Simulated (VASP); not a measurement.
Crystal: Ag.

```
Ag
1.0
     0.00000    2.04275    2.04275
     2.04275    0.00000    2.04275
     2.04275    2.04275    0.00000
Ag
1
Direct
  0.00000 0.00000 0.00000
```

Base run:

- Program: VASP 6.6.1
- Functional: PBE
- Potentials or basis: VASP PAW PBE potentials, release 64 (Ag)
- Cutoff: 520 eV
- k mesh: 12 × 12 × 12
- Occupations: gaussian, width 0.1 eV
- Spin: no spin polarisation

Its results: band gap on the k mesh none (metal or under the smearing width); pressure 4.8 GPa.

Task: The run is repeated on the same cell with these changes: k mesh from 12 × 12 × 12 to 4 × 4 × 4. What comes out?

Result: Band gap on the k mesh none (metal or under the smearing width); pressure 5.6 GPa.

Caveats: some runs use coarse meshes.
